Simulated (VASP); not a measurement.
Given:

```
CELL_PARAMETERS angstrom
      1.59244     0.91939     6.48980
     -1.59244     0.91939     6.48980
      0.00000    -1.83879     6.48980
ATOMIC_POSITIONS crystal
  W  0.00067 0.00067 0.00067
  S  0.41411 0.41411 0.41411
  S  0.25392 0.25392 0.25392
```

Method: PBEsol GGA, VASP's PBE PAW potentials (set 64) (plane waves; VASP). Run with 300 eV cut-off, 8×8×8 Γ-centred mesh, Gaussian smearing of 0.010 eV, potentials W_sv S.

At this cut-off the stress carries a Pulay error, which pulls relaxed volumes low.

Which forces act on the atoms, in eV/Å?

| atom | Fx | Fy | Fz |
|---|---|---|---|
| W1 | 0.000 | 0.000 | 0.005 |
| S2 | 0.000 | 0.000 | -0.085 |
| S3 | 0.000 | 0.000 | 0.081 |

Give the stress tensor in GPa (positive for a compressed cell).

```
-4.11   0.00   0.00
 0.00  -4.11   0.00
 0.00   0.00  -1.65
```
The pressure is its mean diagonal, -3.29 GPa.

The structure comes from a computed database's WS2 entry; how it stands against other phases isn't given here. The cell was not relaxed at this level.
